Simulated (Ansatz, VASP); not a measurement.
**Cross-check of Sc2TeSe between VASP and Ansatz**

Aim: how closely do two programs agree when they are given the same cell, functional and k mesh? The cell is invented: As first built, before any earlier steps moved the atoms (in the runner's words): it takes the ScTe structure with some of its atoms replaced by other elements, volume scaled by an estimate. It may not be a known or stable phase. The cell is taken from a series of VASP runs on this material, whose earlier steps may have relaxed, scaled or displaced it; both programs get it as it stands.

Calculated with Ansatz 0.2.0; plane waves, with VASP 6.6.1 beside it; single point at PBE.

## 1. The starting structure

The structure is trigonal, space group P-3m1 (No. 164). Conventional cell: a = 3.932 Å, b = 3.932 Å, c = 13.846 Å, α = 90.00°, β = 90.00°, γ = 120.00°. Te has 6 Sc at 2.92 to 2.93 Å nearest. Se has 6 Sc at 2.79 Å nearest. Sc has 6 Se at 2.79 Å nearest. Nearest to Sc lie 6 Te at 2.93 Å. Nearest to Sc lie 3 Se at 2.79 Å and 3 Te at 2.92 Å. As first built, before any earlier steps moved the atoms (in the runner's words): sites of the ScTe structure (space group 194) filled with other elements, volume scaled by an estimate. Farther neighbours and most contacts between anions are not listed.

Coordinates:

```cif
data_structure
_symmetry_space_group_name_H-M 'P 1'
_symmetry_Int_Tables_number 1
_cell_length_a 3.9323
_cell_length_b 3.9323
_cell_length_c 13.8457
_cell_angle_alpha 90.000
_cell_angle_beta 90.000
_cell_angle_gamma 120.000
_cell_volume 185.41
loop_
_atom_site_label
_atom_site_type_symbol
_atom_site_fract_x
_atom_site_fract_y
_atom_site_fract_z
_atom_site_occupancy
Te1 Te 0.33333 0.66667 0.13326 1
Te2 Te 0.66667 0.33333 0.86674 1
Se3 Se 0.33333 0.66667 0.61659 1
Se4 Se 0.66667 0.33333 0.38341 1
Sc5 Sc 0.00000 0.00000 0.50000 1
Sc6 Sc 0.00000 0.00000 0.00000 1
Sc7 Sc 0.00000 0.00000 0.73364 1
Sc8 Sc 0.00000 0.00000 0.26636 1
```

## 2. VASP: single point, PBE

With cell and atoms fixed, the geometry can't cause a difference; cores, projectors, grids and the points listed under the comparison can.

Lines of VASP's logs that name or quote its potential files are left out, and so is its time.

Input file INCAR:

```
SYSTEM = Sc2TeSe
PREC = Accurate
ENCUT = 400
EDIFF = 1E-06
NELM = 100
ISMEAR = -1
SIGMA = 0.05
LREAL = .FALSE.
ALGO = Normal
GGA = PE
NBANDS = 42
LORBIT = 11
LWAVE = .FALSE.
LCHARG = .TRUE.
ISIF = 2
LELF = .TRUE.
LVHAR = .TRUE.
```

Input file POSCAR:

```
Sc2TeSe
1.0
    3.9322965164     -0.0000000118      0.0000000000
   -1.9661477776      3.4054685960      0.0000000000
    0.0000000000      0.0000000000     13.8457338182
Te Se Sc
2 2 4
Direct
    0.3333333300      0.6666666700      0.1332587582
    0.6666666700      0.3333333300      0.8667412418
    0.3333333300      0.6666666700      0.6165885957
    0.6666666700      0.3333333300      0.3834114043
    0.0000000000      0.0000000000      0.5000000000
    0.0000000000      0.0000000000      0.0000000000
    0.0000000000      0.0000000000      0.7336398979
    0.0000000000      0.0000000000      0.2663601021
```

Input file KPOINTS:

```
Automatic mesh
0
Gamma
7 7 2
0 0 0
```

The projector-augmented-wave data sets are Te, Se and Sc_sv (PBE family, release 64).

Run with:

```bash
> mpirun -np 4 vasp_std
```

Numbers of over 12 decimals in the logs are rounded to 6 here.

Log:

```text
[banner, memory and clock lines left out]
running    4 mpi-ranks, on    1 nodes
 distrk:  each k-point on    4 cores,    1 groups
 distr:  one band on    1 cores,    4 groups

 POSCAR found type information on POSCAR TeSeSc
 POSCAR found :  3 types and       8 ions
 LDA part: xc-table for (Slater+PW92), standard interpolation
|                                                                             |
|           W    W    AA    RRRRR   N    N  II  N    N   GGGG   !!!           |
|           W    W   A  A   R    R  NN   N  II  NN   N  G    G  !!!           |
|           W    W  A    A  R    R  N N  N  II  N N  N  G       !!!           |
|           W WW W  AAAAAA  RRRRR   N  N N  II  N  N N  G  GGG   !            |
|           WW  WW  A    A  R   R   N   NN  II  N   NN  G    G                |
|           W    W  A    A  R    R  N    N  II  N    N   GGGG   !!!           |
|                                                                             |
|     The number of bands has been changed from the values supplied in        |
|     The orbitals not found in the WAVECAR file will be initialized with     |
|     random numbers, which is usually adequate. For correlated               |
|     calculations, however, you should redo the groundstate calculation.     |
|     I found NBANDS = 42. Now, NBANDS = 44.                                  |
|                                                                             |

 POSCAR, INCAR and KPOINTS ok, starting setup
 FFT: planning ... GRIDC
 FFT: planning ... GRID_SOFT
 FFT: planning ... GRID
 WAVECAR not read
 entering main loop
       N       E                     dE             d eps       ncg     rms          rms(c)
DAV:   1     0.932372619255E+03    0.93237E+03   -0.25224E+04  1448   0.123E+03
DAV:   2     0.629562139672E+02   -0.86942E+03   -0.85430E+03  1816   0.579E+02
DAV:   3    -0.464739453301E+02   -0.10943E+03   -0.10638E+03  2424   0.203E+02
DAV:   4    -0.532605420009E+02   -0.67866E+01   -0.67001E+01  2304   0.489E+01
DAV:   5    -0.534374907205E+02   -0.17695E+00   -0.17568E+00  2320   0.105E+01    0.145E+01
DAV:   6    -0.493998634010E+02    0.40376E+01   -0.16709E+01  2136   0.262E+01    0.581E+00
DAV:   7    -0.494626416914E+02   -0.62778E-01   -0.35599E+00  2328   0.845E+00    0.389E+00
DAV:   8    -0.492918254640E+02    0.17082E+00   -0.30669E+00  2192   0.731E+00    0.226E+00
DAV:   9    -0.492493496253E+02    0.42476E-01   -0.48144E-01  2216   0.311E+00    0.650E-01
DAV:  10    -0.492455356516E+02    0.38140E-02   -0.67016E-02  2136   0.154E+00    0.349E-01
DAV:  11    -0.492444319480E+02    0.11037E-02   -0.17494E-02  2152   0.829E-01    0.193E-01
DAV:  12    -0.492444821062E+02   -0.50158E-04   -0.17291E-03  2104   0.272E-01    0.998E-02
DAV:  13    -0.492445353550E+02   -0.53249E-04   -0.25325E-04  2280   0.107E-01    0.380E-02
DAV:  14    -0.492445302954E+02    0.50596E-05   -0.98147E-05  2272   0.560E-02    0.132E-02
DAV:  15    -0.492445310172E+02   -0.72185E-06   -0.16522E-05  1592   0.218E-02    0.430E-03
DAV:  16    -0.492445315609E+02   -0.54367E-06   -0.95002E-07  1240   0.882E-03
   1 F= -.49244532E+02 E0= -.49226662E+02  d E =-.357400E-01
```

OUTCAR, selected parts (step 2):

```text
ion  position               nearest neighbor table
   1  0.333  0.667  0.133-   8 2.92   8 2.92   8 2.92   6 2.93   6 2.93   6 2.93
   2  0.667  0.333  0.867-   7 2.92   7 2.92   7 2.92   6 2.93   6 2.93   6 2.93
   3  0.333  0.667  0.617-   5 2.79   5 2.79   5 2.79   7 2.79   7 2.79   7 2.79
   4  0.667  0.333  0.383-   5 2.79   5 2.79   5 2.79   8 2.79   8 2.79   8 2.79
   5  0.000  0.000  0.500-   3 2.79   4 2.79   3 2.79   4 2.79   4 2.79   3 2.79   7 3.23   8 3.23

  LATTYP: Found a hexagonal cell.
 ALAT       =     3.9322965164
 C/A-ratio  =     3.5210299530

 Subroutine GETGRP returns: Found 12 space group operations
 (whereof 12 operations were pure point group operations)

The static configuration has the point symmetry D_3d.

 Found     16 irreducible k-points:

   k-points           NKPTS =     16   k-points in BZ     NKDIM =     16   number of bands    NBANDS=     44

   dimension x,y,z NGX =    28 NGY =   28 NGZ =   90
   dimension x,y,z NGXF=    56 NGYF=   56 NGZF=  180

   ENCUT  =  400.0 eV  29.40 Ry    5.42 a.u.   6.41  6.41 22.58*2*pi/ulx,y,z

   NELECT =      68.0000    total number of electrons

 k-points in reciprocal lattice and weights: Automatic mesh
   0.00000000  0.00000000  0.00000000       0.010
   0.14285714  0.00000000  0.00000000       0.061
   0.28571429 -0.00000000  0.00000000       0.061
   0.42857143  0.00000000  0.00000000       0.061
   0.14285714  0.14285714  0.00000000       0.061
   0.28571429  0.14285714  0.00000000       0.122
   0.42857143  0.14285714  0.00000000       0.061
   0.28571429  0.28571429  0.00000000       0.061
   0.00000000  0.00000000  0.50000000       0.010
[...]
0.42857143  0.14285714  0.50000000       0.061
   0.28571429  0.28571429  0.50000000       0.061

 average (electrostatic) potential at core
       1 -88.4439       2 -88.4439       3 -52.8853       4 -52.8853       5 -45.3596
       6 -45.0545       7 -45.2016       8 -45.2016

 E-fermi :   6.6378

 k-point     1 :       0.0000    0.0000    0.0000
  band No.  band energies     occupation
    ...
     29       4.2732      2.00000
     30       4.2940      2.00000
     31       5.3164      2.00000
     32       5.3164      2.00000
     33       5.5864      2.00000
     34       6.8243      0.04688
     35       6.8243      0.04688
     36       6.8840      0.01444
     37       6.8840      0.01444
     38       6.9990      0.00146
    ...

 k-point     2 :       0.1429    0.0000    0.0000
  band No.  band energies     occupation
    ...
     29       3.8695      2.00000
     30       4.0056      2.00000
     31       4.1656      2.00000
     32       4.8554      2.00000
     33       5.7441      2.00000
     34       6.8375      0.03620
     35       6.9605      0.00314
     36       7.0608      0.00042
     37       7.1210      0.00013
     38       7.2411      0.00001
    ...

 k-point     3 :       0.2857   -0.0000    0.0000
  band No.  band energies     occupation
    ...
     31       3.9093      2.00000
     32       4.2917      2.00000
     33       5.6952      2.00000
     34       6.4027      1.98201
     35       6.4289      1.96984
     36       7.2864      0.00000
     37       7.4191      0.00000
     38       7.5067      0.00000
     39       7.6394      0.00000
     40       7.6616      0.00000
    ...

  Total       -0.0283896     -0.0283896      0.0409566     -0.0000000     -0.0000000     -0.0000000
  in kB       -0.2453188     -0.2453187      0.3539118     -0.0000000     -0.0000000     -0.0000000
  external PRESSURE =      -0.0455752 kB  Pullay stress =       0.0000000 kB

  energy-cutoff  :      400.00
  volume of cell :      185.41
      direct lattice vectors                 reciprocal lattice vectors
     3.932296516 -0.000000012  0.000000000     0.254304323  0.146822637  0.000000000
    -1.966147778  3.405468596  0.000000000     0.000000001  0.293645345  0.000000000
     0.000000000  0.000000000 13.845733818     0.000000000  0.000000000  0.072224413

 POSITION                                       TOTAL-FORCE (eV/Angst)
 -----------------------------------------------------------------------------------
      0.00000      2.27031      1.84507         0.000000     -0.000000     -0.002757
      1.96615      1.13516     12.00067         0.000000      0.000000      0.002757
      0.00000      2.27031      8.53712         0.000000      0.000000      0.005568
      1.96615      1.13516      5.30861        -0.000000     -0.000000     -0.005568
      0.00000      0.00000      6.92287         0.000000     -0.000000      0.000000
      0.00000      0.00000      0.00000         0.000000     -0.000000      0.000000
      0.00000      0.00000     10.15778         0.000000     -0.000000      0.005989
      0.00000      0.00000      3.68795         0.000000     -0.000000     -0.005989
 -----------------------------------------------------------------------------------
    total drift:                               -0.000000      0.000000      0.000000

  FREE ENERGIE OF THE ION-ELECTRON SYSTEM (eV)
  ---------------------------------------------------
  free  energy   TOTEN  =       -49.2445315609 eV

  energy  without entropy=      -49.2087915745  energy(sigma->0) =      -49.22666157

 total charge
# of ion       s       p       d       tot
------------------------------------------
    1        1.336   2.137   0.047   3.520
    2        1.336   2.137   0.047   3.520
    3        1.429   2.451   0.038   3.918
    4        1.429   2.451   0.038   3.918
    5        2.156   6.111   1.127   9.394
    6        2.153   6.106   1.155   9.414
    7        2.153   6.109   1.143   9.404
    8        2.153   6.109   1.143   9.404
--------------------------------------------------
tot         14.145  33.611   4.737  52.493

[... 3 further parts left out ...]
```

The run ends at a pressure of 0.00 GPa, with forces up to 0.0060 eV/Å.

## 3. Ansatz: single point, PBE

Ansatz runs on its default PAW (the set named soft_2) files.

The same cell, functional, mesh and smearing now go to Ansatz, which takes its cutoff from its data sets.

Input file input.yaml:

```yaml
crystal:
  lattice:
    - [3.9322965164, -1.18e-08, 0.0]
    - [-1.9661477776, 3.405468596, 0.0]
    - [0.0, 0.0, 13.8457338182]
  atoms:
    - { symbol: Te, position: [0.33333333, 0.66666667, 0.1332587582] }
    - { symbol: Te, position: [0.66666667, 0.33333333, 0.8667412418] }
    - { symbol: Se, position: [0.33333333, 0.66666667, 0.6165885957] }
    - { symbol: Se, position: [0.66666667, 0.33333333, 0.3834114043] }
    - { symbol: Sc, position: [0.0, 0.0, 0.5] }
    - { symbol: Sc, position: [0.0, 0.0, 0.0] }
    - { symbol: Sc, position: [0.0, 0.0, 0.7336398979] }
    - { symbol: Sc, position: [0.0, 0.0, 0.2663601021] }
hamiltonian:
  xc: pbe
  pseudopotentials: { kind: paw }
kpoints:
  mp_grid: { grid: [7, 7, 2] }
scf:
  occupations: { method: fermi_dirac, width: 0.05 }
  n_extra_bands: 6
output:
  forces: true
  stress: true
  eigenvalues: true
  write_density: true
  write_potential: true
  elf: true
  volumetric_format: npy
```

Run with:

```bash
> ansatz run input.yaml --threads 4 --pin off --max-ram 9216MiB --backend cpu --events-out ev --progress --plain --runs-dir out
```

Log:

```text
Warning: the atoms were moved onto the symmetric positions of the space group found under crystal.symmetry.tolerance 1.0e-5 (fractional; no operation is sought that the atoms, as they stand in a round, miss by more than twice it, and no atom is moved by as much as it), and the run uses the moved positions. Before a round's move an operation carried an atom to 3.93e-8 Å from where it should land, the largest such dist [...]
scf.n_extra_bands = 6 over 54 filled bands (N_el = 108.0): the run solves 60 bands
Engine: ansatz 0.2.0, aarch64-unknown-linux-gnu
Pseudopotentials: kind: paw
Pseudopotential: Te, paw, valence charge 16, recommended cutoff 420 eV (normal), Te.paw.azcp
Pseudopotential: Se, paw, valence charge 16, recommended cutoff 420 eV (normal), Se.paw.azcp
Pseudopotential: Sc, paw, valence charge 11, recommended cutoff 420 eV (normal), Sc.paw.azcp
Functional definition: PBE
  parameter kappa = 0.804
  parameter beta = 0.066725
  exchange = pbe_x(kappa = kappa, mu = beta*pi^2/3)
  correlation = pbe_c(beta = beta)
Crystal: 8 atoms, lattice volume = 185.413 Å³
Basis set: ecut = 420 eV, 3647 PW (Γ), exchange–correlation on 54×54×192 points (8 copies of the dense FFT grid, shifted against one another)
Bands: 60, of which v1, the nominal top of the filled ones, is band 54 counted from 1 (53 counted from 0)
Symmetry: 12 space group operations
Space group: P-3m1 (ITA 164), of the structure as read, at distance tolerance 5.7e-5 Å
k-points: 16 of 98
Non-local potential: Te, projectors of the file, l = 0: 2, l = 1: 2, l = 2: 2, l = 3: 2
Non-local potential: Se, projectors of the file, l = 0: 2, l = 1: 2, l = 2: 3, l = 3: 1
Non-local potential: Sc, projectors of the file, l = 0: 3, l = 1: 2, l = 2: 3, l = 3: 1
PAW form: soft (Blöchl's): semilocal exchange-correlation on the pseudo side does not see the compensation charge
PAW one-centre angular grid: Te, 590 points (default); XC on 64 Gauss nodes
PAW one-centre angular grid: Se, 590 points (default); XC on 64 Gauss nodes
PAW one-centre angular grid: Sc, 590 points (default); XC on 64 Gauss nodes
Initial density: superposition of atomic densities (neutral atoms: chi_scale 0, normalization atom), corrected by the library's trained network
Initial wavefunctions: pseudopotential atomic-orbital guess
Functional: x = pbe(κ = 0.804, μ = 0.219515), c = pbe(β = 0.066725)
SCF iter   1: F=—  HF=-33452.333532 eV  |F-HF|=—  |Δ(HF+E_count)|=         —  Δρ=3.99e-3  dr2=2.94e-1  ethr=1.77e-3  ⟨swp⟩=6.2  Hψ=3742  notcnv=0
preconditioner: auto → Resta (q_TF=auto, 2.493 Å⁻¹)  ε∞=7.1  [insulator: Δε(μ)=0.115 eV  Ē_g=6.628 eV  σ=0.050 eV  W_gap=0.51  n_scr=52 (ndim 8)  ℏωp=16.4 eV  f_vac=0.000  D(μ)=3.61/eV (n_scr^D=14)  ε∞_Penn≈7.1]
SCF iter   2: F=—  HF=-33452.317909 eV  |F-HF|=—  |Δ(HF+E_count)|=   1.56e-2  Δρ=1.53e-3  dr2=1.15e-2  ethr=2.73e-4  ⟨swp⟩=1.9  Hψ=1182  notcnv=0
preconditioner: auto → Kerker (q_TF=auto, 2.493 Å⁻¹)  [metal: Δε(μ)=0.104 eV  Ē_g=6.618 eV  σ=0.050 eV  W_gap=0.48  n_scr=52 (ndim 8)  ℏωp=16.4 eV  f_vac=0.000  D(μ)=3.73/eV (n_scr^D=26)]
SCF iter   3: F=—  HF=-33452.317650 eV  |F-HF|=—  |Δ(HF+E_count)|=   2.59e-4  Δρ=7.04e-4  dr2=1.84e-3  ethr=1.06e-5  ⟨swp⟩=2.0  Hψ=1065  notcnv=0
SCF iter   4: F=—  HF=-33452.317680 eV  |F-HF|=—  |Δ(HF+E_count)|=   3.05e-5  Δρ=2.66e-4  dr2=4.37e-4  ethr=1.70e-6  ⟨swp⟩=1.9  Hψ=1099  notcnv=0
SCF iter   5: F=—  HF=-33452.317653 eV  |F-HF|=—  |Δ(HF+E_count)|=   2.68e-5  Δρ=8.30e-5  dr2=7.45e-5  ethr=4.05e-7  ⟨swp⟩=2.0  Hψ=1140  notcnv=0
SCF iter   6: F=—  HF=-33452.317668 eV  |F-HF|=—  |Δ(HF+E_count)|=   1.44e-5  Δρ=1.95e-5  dr2=1.79e-6  ethr=6.90e-8  ⟨swp⟩=2.1  Hψ=1049  notcnv=0
SCF iter   7: F=—  HF=-33452.317668 eV  |F-HF|=—  |Δ(HF+E_count)|=   1.19e-7  Δρ=8.06e-6  dr2=3.54e-7  ethr=1.66e-9  ⟨swp⟩=2.2  Hψ=1786  notcnv=0
SCF iter   8: F=-33452.317668 eV  HF=-33452.317668 eV  |F-HF|=1.63e-8  |Δ(HF+E_count)|=   2.24e-8  Δρ=3.10e-6  dr2=3.97e-8  ethr=9.26e-11  ⟨swp⟩=12.2  Hψ=6982  notcnv=0
SCF 1 converged in 8 iterations: F = -33452.317668 eV  dr2 = 3.97e-8
  greatest PAW one-centre occupation: 1.000 electrons in one spin orbital (limit 2), on the Se atom at site 3 (counted from 0), in its partial waves of l = 2
SCF converged after 8 iterations
Free energy (F): -33452.317668 eV
Harris-Foulkes:  -33452.317668 eV  (|F-HF|=1.63e-8)
Internal energy: -33452.281992 eV  (E = F + TS)
E sigma→0 (E₀):  -33452.299830 eV
Entropy (-TS):   -0.035675 eV (-4.459 meV/atom)
Fermi energy:    11.870948 eV
--- Per-component energies (eV) ---
  E_band       = -1750.255168
  E_kinetic    = 1654.489136
  E_local      = -10240.244154  (includes V_loc(G=0)·N_el)
  E_nonlocal   = -1477.974979
  E_hartree    = 5017.941439
  E_xc         = -881.299953
  E_vxc        = -931.075418  (∫ρ·V_xc dr)
  E_paw        = -16972.493267  (= ΣΔE_a)
  E_vpaw       = -791.332560  (= ΣTr[D̂ρ^β])
  E_aug_tail   = -0.001539  (compensation charges beyond the density's cutoff)
  E_ewald      = -10552.698676
  E_smearing   = -0.035675  (= −TS)
  E_closure    = 0.000000  (closes the sum)
  Σ components = -33452.317668   (vs F -33452.317668, Δ=0.00e0)
--- Forces (eV/Å), atoms counted from 1 ---
  atom   1  Te    -0.00000000    -0.00000000    -0.00165252
  atom   2  Te     0.00000000     0.00000000     0.00165252
  atom   3  Se    -0.00000000    -0.00000000     0.00482929
  atom   4  Se     0.00000000     0.00000000    -0.00482929
  atom   5  Sc     0.00000000    -0.00000000     0.00000000
  atom   6  Sc     0.00000000     0.00000000     0.00000000
  atom   7  Sc    -0.00000000    -0.00000000     0.00237516
  atom   8  Sc     0.00000000     0.00000000    -0.00237516
  max |Σ_I F_I| component: 4.63e-18 eV/Å
--- Stress (GPa, compression-positive) ---
       -0.109169       0.000000      -0.000000
        0.000000      -0.109169       0.000000
       -0.000000       0.000000      -0.100853
  P = ⅓ Tr σ = -0.1064 GPa (-1.064 kbar)
--- Band table (eV; the first three rows and the last of 16) ---
  k-point 0: bands = [... 50 lower, 10.5349, 10.5349, 10.8175, 12.0588, 12.0588, 12.1189, 12.1189, 12.2258, ... 2 higher]
  k-point 1: bands = [... 50 lower, 10.3046, 10.3046, 11.2861, 11.6098, 12.0985, 12.0985, 12.3833, 12.3833, ... 2 higher]
  k-point 2: bands = [... 50 lower, 9.3916, 10.0775, 10.9749, 12.0699, 12.1930, 12.2956, 12.3520, 12.4742, ... 2 higher]
  k-point 15: bands = [... 50 lower, 7.9469, 8.0363, 11.9823, 12.0830, 12.3387, 12.3887, 12.4554, 12.8934, ... 2 higher]
```

Wall time 4 s (4 threads of Arm Neoverse V2, shared host); peak memory 0.66 GiB.

The run ends at a pressure of -0.11 GPa, with forces up to 0.0048 eV/Å.

## 4. Comparison

Known differences besides the potentials themselves: the data sets hold 108 valence electrons in Ansatz (default PAW (the set named soft_2) files) and 68 in VASP; the cutoff is 420 eV in Ansatz and 400 eV in VASP; VASP leaves aspherical gradient terms in its spheres out (LASPH is not set), Ansatz keeps them. Total energies have different zeros and are not compared.

The two programs side by side:

```
      quantity  Ansatz  VASP  difference
pressure (GPa)   -0.11  0.00       -0.10
```

At this near-relaxed geometry the largest component of a force difference is 4 meV/Å. Ansatz's pressure holds a Pulay correction of 0.02 GPa; VASP's holds none.

## 5. Summary of results

```yaml
difference_in_pressure_single_point_pbe: -0.10 GPa
```

In words: The difference in pressure is -0.10 GPa (single point, PBE), within the 1 GPa picked in this series as the mark of a large difference. Such differences can come from data sets, numerical settings and the points named under the comparisons, not from the functional's error against experiment.

[Lines on the potential files, build, host, timing and source positions are cut from VASP's logs without a mark.]

[Logs are printed without paths, hosts, clocks, repeated set-up lines and the standing remarks that a program may print on its own settings, such as how far it seeks lower states.]

[Hosts, paths, dates, database ids (printed as entryN), source tags and the programs' standing remarks are cut or masked in the printed files.]
